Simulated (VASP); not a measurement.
All values below come from TPSS meta-GGA, VASP's PBE PAW potentials (set 64) (plane waves; VASP).

The input files of a VASP run:

**POSCAR**
```
GaN
1
    0.0000000000     2.2600000000     2.2600000000
    2.2600000000     0.0000000000     2.2600000000
    2.2600000000     2.2600000000     0.0000000000
Ga N
1 1
Direct
  0.0000000000   0.0000000000   0.0000000000
  0.2500000000   0.2500000000   0.2500000000
```

KPOINTS:
```
kpoints
0
G
 9 9 9
0 0 0
```

INCAR:
```
SYSTEM = GaN
PREC = Accurate; ENCUT = 520; LREAL = .FALSE.
LASPH = .TRUE.
EDIFF = 1E-6; NELM = 100; ALGO = Normal
LMAXMIX = 4; LMIXTAU = .TRUE.
ISMEAR = 0; SIGMA = 0.05
METAGGA = TPSS
ISIF = 2
LWAVE = .FALSE.; LCHARG = .FALSE.
```

POTCAR, in this order: Ga_d N (PBE.64 set). Program: vasp_std.

What will the output report for the number of irreducible k-points (NKPTS), number of bands (NBANDS), largest plane-wave count, number of space-group operations, FFT grid (NGX, NGY, NGZ)?

The number of irreducible k-points (NKPTS) is 35, the number of bands (NBANDS) is 13 and the largest plane-wave count is 634. The number of space-group operations is 24 and the FFT grid (NGX, NGY, NGZ) is 24 × 24 × 24.

The compound is GaN in the zinc blende structure, a metastable form; wurtzite is the usual one. The cell was not relaxed at this level. The run is one of a series of settings (GGA removed, LMIXTAU = .TRUE., METAGGA = TPSS against the base run), some of them coarse on purpose.
